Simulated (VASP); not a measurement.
SrMg6Cr:

```xyz
8
Lattice="5.2031 0.0000 0.0000 0.0000 3.3412 5.8169 0.0000 -3.3412 5.8169" Properties=species:S:1:pos:R:3 pbc="T T T"
Sr    0.0000    0.0000    9.6452
Cr    2.6015    0.0000    7.5903
Mg    2.6015    0.0000    1.9420
Mg    2.6015    1.5672    4.9462
Mg    2.6015   -1.5672    4.9462
Mg    0.0000    0.0000    3.9314
Mg    0.0000    1.5935    6.7671
Mg    0.0000   -1.5935    6.7671
```

The cell comes from a database or a generator and needn't be the stable form of this composition.

| Property | Result |
| --- | --- |
| Program | VASP 6.6.1 |
| Task | single point |
| Functional | PBE |
| Potentials or basis | VASP PAW PBE potentials, release 64 (Sr_sv, Cr_pv, Mg) |
| Cutoff | 520 eV |
| k mesh | 5 × 5 × 5 |
| Occupations | fermi-dirac, width 0.05 eV |
| Spin | collinear spin, ferromagnetic start |
| Starting moments | [0.0, 3.0, 0.0, 0.0, 0.0, 0.0, 0.0, 0.0] μB |

On this cell: pressure 0.0 GPa; largest force 0.092 eV/Å; net moment 4.47 μB per cell; site moments Sr +0.02; Cr +3.87; Mg -0.01, +0.01 μB; band gap on the k mesh none (metal or under the smearing width).

The same run follows on a disturbed copy (atoms moved at random, drawn with an rms of 0.05 Å):

```xyz
8
Lattice="5.2031 0.0000 0.0000 0.0000 3.3412 5.8169 0.0000 -3.3412 5.8169" Properties=species:S:1:pos:R:3 pbc="T T T"
Sr   -0.0037    0.0091    9.6677
Cr    2.5986    0.0627    7.5793
Mg    2.6165   -0.0028    1.9207
Mg    2.6317    1.5524    4.9027
Mg    2.6180   -1.5937    4.9490
Mg    0.0236   -0.0286    3.9553
Mg    0.0565    1.5929    6.8393
Mg   -0.0216   -1.6749    6.7961
```

**Question.** What changes?

**Answer.** The energy (extrapolated to zero smearing) moves by +4.2 meV/atom; pressure 0.0 GPa; largest force 0.254 eV/Å; net moment 4.47 μB per cell; site moments Sr +0.02; Cr +3.87; Mg -0.01, +0.01 μB; band gap on the k mesh none (metal or under the smearing width).

Forces on the atoms (eV/Å):
```
Sr   0.087 -0.230 -0.065
Cr   0.042 -0.117 -0.052
Mg   0.007 -0.029  0.066
Mg  -0.040 -0.059  0.130
Mg  -0.065  0.137  0.083
Mg  -0.005  0.093  0.031
Mg  -0.100  0.010 -0.232
Mg   0.074  0.196  0.039
```

Stress tensor (GPa, compression positive):
```
 0.18  0.03 -0.06
 0.03  0.09 -0.09
-0.06 -0.09 -0.20
```
